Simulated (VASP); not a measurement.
# P2S (P4_2/nmc) in VASP: further runs

One crystal, P2S, is run at these levels: PBE; tasks: relaxation of cell and atoms.

Program: VASP 6.6.1. These are calculated values, not measurements. Logs are shortened: lines on timing, memory, paths and dates and some standing lists are left out, and cuts for length are marked.

### Step 1. Starting point

The structure is tetragonal, space group P4_2/nmc (No. 137). The conventional cell has a = 3.329 Å, b = 3.329 Å, c = 9.199 Å, α = 90.00°, β = 90.00°, γ = 90.00°. P (site symmetry 2mm) has 2 S at 2.46 Å and 4 P at 2.55 Å as nearest neighbours. Around S (site symmetry -4m2) lie 4 P at 2.46 Å.

The cell was built by a generator and needn't be a form met in nature.

### Step 2. Relaxation of cell and atoms, PBE, target pressure 20 GPa, at which the enthalpy is minimised

Input file INCAR:

```
SYSTEM = P2S
PREC     = Accurate       ! precision mode
ENCUT    = 600            ! plane-wave cutoff, eV
EDIFF    = 1E-6           ! SCF threshold, eV
ISMEAR   = -1             ! smearing method
SIGMA    = 0.05           ! smearing width, eV
LREAL    = .FALSE.        ! projectors in reciprocal space
LASPH    = .TRUE.         ! aspherical terms in the spheres
NELM     = 80             ! most SCF steps
ALGO     = Normal         ! electronic algorithm
ISIF     = 3              ! what is computed and relaxed
LWAVE    = .FALSE.        ! write WAVECAR
LCHARG   = .FALSE.        ! write CHGCAR
GGA      = PE             ! functional
IBRION   = 2              ! ionic algorithm
NSW      = 60             ! ionic steps
EDIFFG   = -0.01          ! ionic threshold
PSTRESS  = 200
```

Input file KPOINTS:

```
regular mesh
0
G
  6 6 3
  0 0 0
```

Input file POSCAR:

```
P2S
1.0
    3.3294100000      0.0000000000      0.0000000000
    0.0000000000      3.3294100000      0.0000000000
    0.0000000000      0.0000000000      9.1991400000
P S
4 2
Direct
    0.0000000000      0.5000000000      0.3030700000
    0.0000000000      0.5000000000      0.8030700000
    0.5000000000      0.0000000000      0.6969300000
    0.5000000000      0.0000000000      0.1969300000
    0.0000000000      0.0000000000      0.0000000000
    0.5000000000      0.5000000000      0.5000000000
```

Potentials or basis: VASP PAW PBE potentials, release 64 (P, S).

Run with:

```console
$ cat potpaw_PBE.64/P/POTCAR potpaw_PBE.64/S/POTCAR > POTCAR
$ mpirun -np 1 vasp_std > vasp.out
```

OUTCAR:

```text
SYSTEM = P2S
   PREC = Accurate
   ENCUT = 600
   EDIFF = 1E-6
   ISMEAR = -1
   LREAL = .FALSE.
   LASPH = .TRUE.
   NELM = 80
   ISIF = 3
   GGA = PE
   IBRION = 2
   NSW = 60
   EDIFFG = -0.01
   PSTRESS = 200

 ion  position               nearest neighbor table
   1  0.000  0.500  0.303-   6 2.46   6 2.46   4 2.55   4 2.55   4 2.55   4 2.55
   2  0.000  0.500  0.803-   5 2.46   5 2.46   3 2.55   3 2.55   3 2.55   3 2.55
   3  0.500  0.000  0.697-   6 2.46   6 2.46   2 2.55   2 2.55   2 2.55   2 2.55
   4  0.500  0.000  0.197-   5 2.46   5 2.46   1 2.55   1 2.55   1 2.55   1 2.55
   5  0.000  0.000  0.000-   2 2.46   4 2.46   2 2.46   4 2.46
   6  0.500  0.500  0.500-   1 2.46   3 2.46   3 2.46   1 2.46

  LATTYP: Found a simple tetragonal cell.
 ALAT       =     3.3294100000
 C/A-ratio  =     2.7629940440

  Lattice vectors:

 A1 = (   3.3294100000,   0.0000000000,   0.0000000000)
 A2 = (   0.0000000000,   3.3294100000,   0.0000000000)
 A3 = (   0.0000000000,   0.0000000000,   9.1991400000)

Analysis of symmetry for initial positions (statically):
=====================================================================
 Subroutine PRICEL returns:
 Original cell was already a primitive cell.

 Routine SETGRP: Setting up the symmetry group for a
 simple tetragonal supercell.

 Subroutine GETGRP returns: Found 16 space group operations
 (whereof  8 operations were pure point group operations)
 out of a pool of 16 trial point group operations.

The static configuration has the point symmetry D_2d.
 The point group associated with its full space group is D_4h.

Analysis of symmetry for dynamics (positions and initial velocities):
=====================================================================
 Subroutine PRICEL returns:
 Original cell was already a primitive cell.

 Routine SETGRP: Setting up the symmetry group for a
 simple tetragonal supercell.

 Subroutine GETGRP returns: Found 16 space group operations
 (whereof  8 operations were pure point group operations)
 out of a pool of 16 trial point group operations.

The dynamic configuration has the point symmetry D_2d.
 The point group associated with its full space group is D_4h.

 Subroutine INISYM returns: Found 16 space group operations
 (whereof  8 operations are pure point group operations),
 and found     1 'primitive' translations

----------------------------------------------------------------------------------------

                                     Primitive cell

  volume of cell :     101.9722

  direct lattice vectors                    reciprocal lattice vectors
[... 103 lines left out ...]
   EMIN   =  10.00;   EMAX   =-10.00  energy-range for DOS
   EFERMI =   0.00;   METHOD = LEGACY
   ISMEAR =    -1;   SIGMA  =   0.05  broadening in eV -4-tet -1-fermi 0-gaus
   EFERMI_NEDOS =   21; number of points for ismear=-14 and -15
   IALGO  =     38    algorithm
   IMIX   =      4    mixing-type and parameters
     AMIX     =   0.40;   BMIX     =  1.00
     AMIX_MAG =   1.60;   BMIX_MAG =  1.00
  volume/ion in A,a.u.               =      17.00       114.69
  Fermi-wavevector in a.u.,A,eV,Ry     =   1.112494  2.102308 16.839145  1.237642
  Thomas-Fermi vector in A             =   2.249068
   LORBIT       =      0    0 simple, 1 ext, 2 COOP (PROOUT), +10 PAW based schemes
   GGA     = PE    functional components
   LHFCALC =     F    Hartree Fock is set to
   AEXX    =    0.0000 exact exchange contribution
   IVDW    =     0    specifies the selected vdW correction
   LEPSILON=     F    determine dielectric tensor
   LRPA    =     F    only Hartree local field effects (RPA)
 conjugate gradient relaxation of ions
 non-spin polarized calculation
  energy-cutoff  :      600.00
  volume of cell :      101.97
 maximum number of plane-waves:      3445
 NGX is ok and might be reduce to    28
   NGX = 13   NGY = 13   NGZ = 37

--------------------------------------- Ionic step        1  -------------------------------------------

 number of electron      31.9999996 magnetization

 Free energy of the ion-electron system (eV)
  ---------------------------------------------------
  ext. energy  EPLUGINS =         0.00000000
  ---------------------------------------------------
  free energy    TOTEN  =       -26.73552070 eV

  energy without entropy =      -26.69137916  energy(sigma->0) =      -26.71344993

------------------------ aborting loop because EDIFF is reached ----------------------------------------

  FORCE on cell =-STRESS in cart. coord.  units (eV):
  Direction    XX          YY          ZZ          XY          YZ          ZX
  --------------------------------------------------------------------------------------
  -------------------------------------------------------------------------------------
  Total        0.6610315      0.6610315     -0.3101327      0.0000000      0.0000000      0.0000000
  in kB       10.3860631     10.3860631     -4.8727742      0.0000000      0.0000000      0.0000000
  external PRESSURE =    -194.7002160 kB  Pullay stress =     200.0000000 kB
[... 109 lines left out ...]
  energy  without entropy=      -25.7028709240  energy(sigma->0) =      -25.72608832

  enthalpy is  TOTEN    =       -15.2149750384 eV   P V=       10.5343306774

 E-fermi :   9.8302     XC(G=0): -11.3573

 val. band max:        9.8275736250   @ k =   0.1667   0.0000   0.3333
 cond. band min:       9.8520202737   @ k =   0.0000   0.0000   0.3333
 fundamental gap:      0.0244466487
 Fermi energy:         9.8301638644

 k-point     1 :       0.0000    0.0000    0.0000
  band No.  band energies     occupation
      1      -7.9891      2.00000
      2      -6.6630      2.00000
      3      -6.3737      2.00000
      4      -2.9798      2.00000
      5      -1.1938      2.00000
      6       4.2100      2.00000
[... 449 lines left out ...]
     19      10.6265      0.00000
     20      10.6265      0.00000

[... ionic steps 4 to 26 ...]

--------------------------------------- Ionic step       27  -------------------------------------------

 number of electron      32.0000001 magnetization

------------------------ aborting loop because EDIFF is reached ----------------------------------------
[... 79 lines left out ...]
--------------------------------------- Ionic step       29  -------------------------------------------

 number of electron      32.0000001 magnetization

 Free energy of the ion-electron system (eV)
  ---------------------------------------------------
  ext. energy  EPLUGINS =         0.00000000
  ---------------------------------------------------
  free energy    TOTEN  =       -25.71293615 eV

  energy without entropy =      -25.68966988  energy(sigma->0) =      -25.70130302

 E-fermi :  10.4868     XC(G=0): -11.5132

 val. band max:       10.4267761814   @ k =   0.5000   0.5000   0.0000
 cond. band min:      10.5196699174   @ k =   0.1667   0.0000   0.3333
 fundamental gap:      0.0928937359
 Fermi energy:        10.4867603538

 k-point     1 :       0.0000    0.0000    0.0000
  band No.  band energies     occupation
      1      -7.8601      2.00000
      2      -6.3332      2.00000
      3      -6.2645      2.00000
      4      -2.4990      2.00000
      5      -0.7137      2.00000
      6       4.9115      2.00000
[... 486 lines left out ...]
  energy  without entropy=      -25.6896698834  energy(sigma->0) =      -25.70130302

  enthalpy is  TOTEN    =       -15.3816366378 eV   P V=       10.3312995170

 reached required accuracy - stopping structural energy minimisation
```

It took 6.2 min on 1 thread of AMD EPYC 9R45 (Zen 5), shared host; peak memory 0.22 GiB.

What came out:

* Free energy: -25.7129 eV
* Relaxed volume: 13.79 Å³/atom
* Relaxed cell: a = 2.992 Å, b = 2.992 Å, c = 9.242 Å, α = 90.00°, β = 90.00°, γ = 90.00°
* Space group after relaxing (to 0.05 Å): P4_2/nmc (No. 137)
* Energy change on relaxing (the enthalpy is what falls): +170.4 meV/atom
* Ionic steps: 29
* Pressure after relaxing: 19.9 GPa
* Largest force after relaxing: 0.006 eV/Å

Forces in eV/Å, atoms in the order of the input:
```
P    0.000  0.000  0.006
P    0.000  0.000  0.006
P    0.000  0.000 -0.006
P    0.000  0.000 -0.006
S    0.000  0.000  0.000
S    0.000  0.000  0.000
```

The path:
```csv
step,energy change (eV),largest force (eV/Å),pressure (GPa),volume (Å³)
1,0.0000,0.0802,0.53,101.97
2,2.7816,0.3167,39.93,74.43
3,0.9862,0.2546,19.29,84.39
4,1.0328,0.2591,19.86,84.01
5,1.0751,0.2628,20.39,83.67
6,1.0858,0.0412,20.87,83.44
7,1.0970,0.0542,21.10,83.34
8,0.9525,0.1104,19.31,84.47
9,0.9837,0.0987,19.71,84.22
10,0.9691,0.1113,19.58,84.30
11,0.9281,0.1140,19.02,84.55
12,0.8224,0.2488,17.59,85.01
13,0.7430,0.2249,14.94,85.75
14,0.7365,0.0530,16.08,85.34
15,0.7319,0.0255,15.97,85.37
16,0.7324,0.0187,15.96,85.37
17,0.7344,0.0005,15.95,85.34
18,0.7399,0.0363,15.94,85.30
19,0.7378,0.0248,15.94,85.31
20,0.7425,0.0247,16.00,85.27
21,0.7566,0.0241,16.22,85.12
22,0.7854,0.0223,16.63,84.84
23,0.8450,0.0166,17.49,84.28
24,0.9724,0.0013,19.28,83.17
25,1.0263,0.0041,20.03,82.73
26,1.0199,0.0036,19.95,82.79
27,1.0202,0.0038,19.93,82.78
28,1.0210,0.0044,19.94,82.78
29,1.0226,0.0058,19.94,82.76
```

Final structure:
```
CELL_PARAMETERS angstrom
2.99243 0.00000 0.00000
0.00000 2.99243 0.00000
0.00000 0.00000 9.24248
ATOMIC_POSITIONS crystal
P 0.00000 0.50000 0.30984
P 0.00000 0.50000 0.80984
P 0.50000 0.00000 0.69016
P 0.50000 0.00000 0.19016
S 0.00000 0.00000 0.00000
S 0.50000 0.50000 0.50000
```

Caveat: the cell is relaxed towards a set pressure, so the enthalpy falls and the energy may rise; the volume moved by over 15 % at a fixed basis, so the end points are rough; the bands computed are all filled at some k points, so no gap is given.

(Continued in part 2 of 2.)
